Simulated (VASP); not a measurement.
Method: LDA (Ceperley-Alder, Perdew-Zunger), VASP's LDA PAW potentials (set 64) (plane waves; VASP).

A VASP calculation is set up with these files.

File POSCAR:
```
Ag
1
    2.8168524339     0.0000000000     0.0000000000
   -1.4084262170     2.4394657331    -0.0000000000
    0.0000000000    -0.0000000000     4.6616233428
Ag
2
Direct
  0.3333330000   0.6666670000   0.2500000000
  0.6666670000   0.3333330000   0.7500000000
```

KPOINTS:
```
Automatic mesh
0
Gamma
13 13 7
0 0 0
```

### INCAR
```
ISMEAR = 1   # Methfessel-Paxton
NSW = 60   # most ionic steps
PREC = Accurate
LMAXMIX = 4   # l cut-off of mixed one-centre charges
LCHARG = .FALSE.
NELM = 100   # most electronic steps
ISIF = 3   # ions, shape and volume
IBRION = 2   # conjugate gradients
EDIFFG = -0.01   # ionic stop
LASPH = .TRUE.   # aspherical one-centre terms
LWAVE = .FALSE.
SYSTEM = Ag
ALGO = Normal
SIGMA = 0.1
ENCUT = 400   # plane-wave cut-off (eV)
LREAL = .FALSE.   # projection in real space or not
EDIFF = 1E-6   # SCF stop (eV)
```

POTCAR, in this order: Ag (LDA.64 set). Program: vasp_std.

Output

### OSZICAR
```
       N       E                     dE             d eps       ncg     rms          rms(c)
DAV:   1     0.103496827804E+03    0.10350E+03   -0.10347E+04  2520   0.120E+03
DAV:   2    -0.708451388231E+01   -0.11058E+03   -0.10598E+03  2674   0.268E+02
DAV:   3    -0.822557378538E+01   -0.11411E+01   -0.11398E+01  3080   0.333E+01
DAV:   4    -0.822834555933E+01   -0.27718E-02   -0.27717E-02  3024   0.152E+00
DAV:   5    -0.822836767875E+01   -0.22119E-04   -0.22120E-04  3206   0.138E-01    0.914E+00
DAV:   6    -0.759856077860E+01    0.62981E+00   -0.18576E+00  2618   0.157E+01    0.556E+00
DAV:   7    -0.757107373247E+01    0.27487E-01   -0.21394E-02  3010   0.140E+00    0.293E+00
DAV:   8    -0.756169343930E+01    0.93803E-02   -0.16137E-03  2772   0.443E-01    0.141E-01
DAV:   9    -0.756171696036E+01   -0.23521E-04   -0.21691E-05  3304   0.452E-02    0.141E-02
DAV:  10    -0.756171891139E+01   -0.19510E-05   -0.31001E-06  2694   0.195E-02    0.777E-03
DAV:  11    -0.756171898652E+01   -0.75132E-07   -0.63136E-08  1708   0.213E-03
   1 F= -.75617190E+01 E0= -.75615840E+01  d E =-.756172E+01
       N       E                     dE             d eps       ncg     rms          rms(c)
DAV:   1    -0.756593729879E+01   -0.42184E-02   -0.64390E-02  2562   0.296E+00    0.415E-01
DAV:   2    -0.756184744367E+01    0.40899E-02   -0.11786E-02  2569   0.128E+00    0.132E-01
DAV:   3    -0.756174943770E+01    0.98006E-04   -0.14301E-04  2877   0.120E-01    0.889E-02
DAV:   4    -0.756171801917E+01    0.31419E-04   -0.42242E-05  2646   0.547E-02    0.710E-03
DAV:   5    -0.756171795547E+01    0.63704E-07   -0.16866E-06  2407   0.148E-02
   2 F= -.75617180E+01 E0= -.75615806E+01  d E =0.103105E-05
       N       E                     dE             d eps       ncg     rms          rms(c)
DAV:   1    -0.756285184225E+01   -0.11338E-02   -0.16542E-02  2548   0.150E+00    0.210E-01
DAV:   2    -0.756180539509E+01    0.10464E-02   -0.29951E-03  2548   0.644E-01    0.683E-02
DAV:   3    -0.756177798235E+01    0.27413E-04   -0.39563E-05  2849   0.641E-02    0.461E-02
DAV:   4    -0.756176943821E+01    0.85441E-05   -0.10949E-05  2639   0.280E-02    0.340E-03
DAV:   5    -0.756176937745E+01    0.60764E-07   -0.55033E-07  1715   0.859E-03
   3 F= -.75617694E+01 E0= -.75616332E+01  d E =-.503909E-04
```

OUTCAR:
```
------------------------ aborting loop because EDIFF is reached ----------------------------------------
  FORCE on cell =-STRESS in cart. coord.  units (eV):
  Direction    XX          YY          ZZ          XY          YZ          ZX
  --------------------------------------------------------------------------------------
  Total       -0.0071899     -0.0071899      0.0076548      0.0000000      0.0000000      0.0000000
  in kB       -0.3602675     -0.3602675      0.3835666      0.0000000      0.0000000      0.0000000
  external PRESSURE =      -0.1123228 kB  Pullay stress =       0.0000000 kB
  volume of cell :       31.97
      direct lattice vectors                 reciprocal lattice vectors
     2.814824486  0.000000000  0.000000000     0.355261937  0.205110578 -0.000000000
    -1.407412243  2.437709479 -0.000000000    -0.000000000  0.410221156 -0.000000000
     0.000000000  0.000000000  4.659853288    -0.000000000  0.000000000  0.214599031
 POSITION                                       TOTAL-FORCE (eV/Angst)
 -----------------------------------------------------------------------------------
     -0.00000      1.62514      1.16496         0.000000      0.000000      0.000000
      1.40741      0.81257      3.49489        -0.000000     -0.000000      0.000000
 -----------------------------------------------------------------------------------
    total drift:                                0.000037     -0.000021      0.000068
  FREE ENERGIE OF THE ION-ELECTRON SYSTEM (eV)
  ---------------------------------------------------
  free  energy   TOTEN  =        -7.5617693774 eV

  energy  without entropy=       -7.5613609504  energy(sigma->0) =       -7.56163324

 reached required accuracy - stopping structural energy minimisation
```
(Selected blocks of OUTCAR.)

**CONTCAR**
```
Ag
   1.00000000000000
     2.8148244862999912    0.0000000000000416    0.0000000000000000
    -1.4074122431999236    2.4377094790328995   -0.0000000000000000
     0.0000000000000000    0.0000000000000000    4.6598532882983275
  Ag
     2
Direct
     0.3333330000000032    0.6666669999999968    0.2500000000000000
     0.6666669999999968    0.3333330000000032    0.7500000000000000
```

The structure comes from a computed database's Ag entry (P6_3/mmc); how it stands against other phases isn't given here. This run relaxes it. Symmetry was kept, so distortions that lower it aren't found. The start is the result of an earlier pass.
